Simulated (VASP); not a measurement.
```
SnSb
1.0
    0.00000     3.38153     3.38153
    3.38153     0.00000     3.38153
    3.38153     3.38153     0.00000
Sn Sb
1 1
Direct
  0.00000   0.00000   0.00000
  0.75000   0.75000   0.75000
```

Calculation: PBEsol GGA, VASP's PBE PAW potentials (set 64) (plane waves; VASP). Run with 400 eV cut-off, 11×11×11 Γ-centred mesh, tetrahedra with Blöchl corrections, potentials Sn_d Sb.

Unless said otherwise, spin-orbit coupling is left out, though it shifts the bands of the heavy elements here.

Problem. Predict the energy per atom (σ→0), band gap (on the k-mesh) with the smallest direct gap where there is one.

Solution. 
```
Quantity                                                     Value
------------------------  ----------------------------------------
band gap (on the k-mesh)  none (metal, semimetal or under 0.01 eV)
energy per atom (σ→0)                               -4.155 eV/atom
```

The structure comes from a computed database's SnSb entry (F-43m); how it stands against other phases isn't given here. It was relaxed first, which changed the volume by -7 %. The electron count is odd and the run is not spin-polarised, which forces a metal.
